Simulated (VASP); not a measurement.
A convergence study with VASP on CdSe (zinc blende): a few settings are varied, all else stays as given below, so the limit is that of these other settings.

```yaml
crystal:
  lattice:
    - [0.00000, 3.02500, 3.02500]
    - [3.02500, 0.00000, 3.02500]
    - [3.02500, 3.02500, 0.00000]
  atoms:
    - { symbol: Cd, position: [0.00000, 0.00000, 0.00000] }
    - { symbol: Se, position: [0.25000, 0.25000, 0.25000] }
```

Computed with LDA (Ceperley-Alder, Perdew-Zunger), VASP's LDA PAW potentials (set 64) (plane waves; VASP). The last row used: 550 eV cut-off, 15×15×15 Γ-centred mesh, second-order Methfessel-Paxton smearing of 0.40 eV, potentials Cd Se.

```
setting                                   E (eV/atom)  pressure (GPa)  irreducible k-points
----------------------------------------  -----------  --------------  --------------------
ISMEAR = -1, SIGMA = 0.01, 4×4×4 mesh         -3.3515           -0.51                     8
ISMEAR = -1, SIGMA = 0.1, 4×4×4 mesh          -3.3512           -0.47                     8
ISMEAR = 0, SIGMA = 0.01, 4×4×4 mesh          -3.3515           -0.51                     8
ISMEAR = 0, SIGMA = 0.2, 4×4×4 mesh           -3.3512           -0.48                     8
ISMEAR = 1, SIGMA = 0.05, 4×4×4 mesh          -3.3515           -0.51                     8
ISMEAR = 1, SIGMA = 0.2, 4×4×4 mesh           -3.3513           -0.52                     8
ISMEAR = 2, SIGMA = 0.05, 4×4×4 mesh          -3.3515           -0.51                     8
ISMEAR = 2, SIGMA = 0.2, 4×4×4 mesh           -3.3514           -0.52                     8
ISMEAR = -1, SIGMA = 0.01, 9×9×9 mesh         -3.3805           -0.73                    35
ISMEAR = -1, SIGMA = 0.2, 9×9×9 mesh          -3.3801           -0.71                    35
ISMEAR = 0, SIGMA = 0.01, 9×9×9 mesh          -3.3805           -0.73                    35
ISMEAR = 0, SIGMA = 0.4, 9×9×9 mesh           -3.3804           -0.72                    35
ISMEAR = 1, SIGMA = 0.05, 9×9×9 mesh          -3.3805           -0.73                    35
ISMEAR = 1, SIGMA = 0.4, 9×9×9 mesh           -3.3805           -0.76                    35
ISMEAR = 2, SIGMA = 0.05, 9×9×9 mesh          -3.3805           -0.73                    35
ISMEAR = 2, SIGMA = 0.4, 9×9×9 mesh           -3.3803           -0.73                    35
ISMEAR = -1, SIGMA = 0.05, 15×15×15 mesh      -3.3808           -0.73                   120
ISMEAR = -1, SIGMA = 0.2, 15×15×15 mesh           ___           -0.71                   120
ISMEAR = 0, SIGMA = 0.1, 15×15×15 mesh        -3.3808           -0.73                   120
ISMEAR = 0, SIGMA = 0.4, 15×15×15 mesh        -3.3807           -0.72                   120
ISMEAR = 1, SIGMA = 0.1, 15×15×15 mesh        -3.3808           -0.73                   120
ISMEAR = 1, SIGMA = 0.4, 15×15×15 mesh        -3.3808           -0.76                   120
ISMEAR = 2, SIGMA = 0.1, 15×15×15 mesh        -3.3808           -0.73                   120
ISMEAR = 2, SIGMA = 0.4, 15×15×15 mesh        -3.3806           -0.73                   120
```

Question: Some entries are withheld; supply them.

Answer: 
- ISMEAR = -1, SIGMA = 0.2, 15×15×15 mesh, E (eV/atom): -3.3802

Left out are rungs that failed or repeat a setting and relaxations that didn't move; long series are thinned to 24 rows.

The compound is CdSe in the zinc blende structure, whereas wurtzite is the usual form. The cell was not relaxed at this level.
